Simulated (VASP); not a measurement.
A convergence study with VASP on TiSe2 (space group no. 164 when undisturbed): a few settings are varied, all else stays as given below, so the limit is that of these other settings. One atom is moved off its site, so that forces are finite.

```
TiSe2
1.0
    1.76469    -3.05653     0.00000
    1.76469     3.05653     0.00000
    0.00000     0.00000     5.99197
Ti Se
1 2
Direct
  0.00000   0.00000   0.00834
  0.33333   0.66667   0.25500
  0.66667   0.33333   0.74500
```

These are PBE GGA, VASP's PBE PAW potentials (set 64) (plane waves; VASP) values and carry that method's errors. The last row used: 300 eV cut-off, 18×18×10 Γ-centred mesh, first-order Methfessel-Paxton smearing of 0.010 eV, potentials Ti_sv Se.

```csv
setting,E (eV/atom),pressure (GPa),irreducible k-points
SIGMA = 1.0,(withheld),(withheld),330
SIGMA = 0.5,-6.0482,2.12,330
SIGMA = 0.3,-6.0483,2.20,330
SIGMA = 0.2,-6.0482,2.23,330
SIGMA = 0.1,-6.0481,2.23,330
SIGMA = 0.05,-6.0481,2.24,330
SIGMA = 0.02,-6.0481,2.24,330
SIGMA = 0.01,-6.0481,2.24,330
```

Some entries are withheld; supply them.

- SIGMA = 1.0, E (eV/atom): -6.0488
- SIGMA = 1.0, pressure (GPa): 1.53

Left out are rungs that failed or repeat a setting and relaxations that didn't move; long series are thinned to 24 rows.

The structure is a typed TiSe2 crystal (space group no. 164). The cell was not relaxed at this level, it is distorted from the ideal structure.
